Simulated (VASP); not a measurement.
Consider the following.

```
LiCl
1.0
    0.00000     2.54580     2.54580
    2.54580     0.00000     2.54580
    2.54580     2.54580     0.00000
Li Cl
1 1
Cartesian
  0.00000   0.00000   0.00000
  2.59580   2.54580   2.54580
```

The numbers are results of r2SCAN meta-GGA, VASP's PBE PAW potentials (set 64) (plane waves; VASP 6.6.1), not measurements. Settings: 600 eV cut-off, 8×8×8 Γ-centred mesh, Gaussian smearing of 0.050 eV, potentials Li_sv Cl.

Q: What does the run give for the energy per atom (σ→0), band gap (on the k-mesh) with the smallest direct gap where there is one?

A: 
```yaml
band gap (on the k-mesh): 7.44 eV
smallest direct gap (on the k-mesh): 7.44 eV
energy per atom (σ→0): -6.295 eV/atom
```

The compound is LiCl in the rock salt structure. This cell was strained or had an atom moved on purpose.
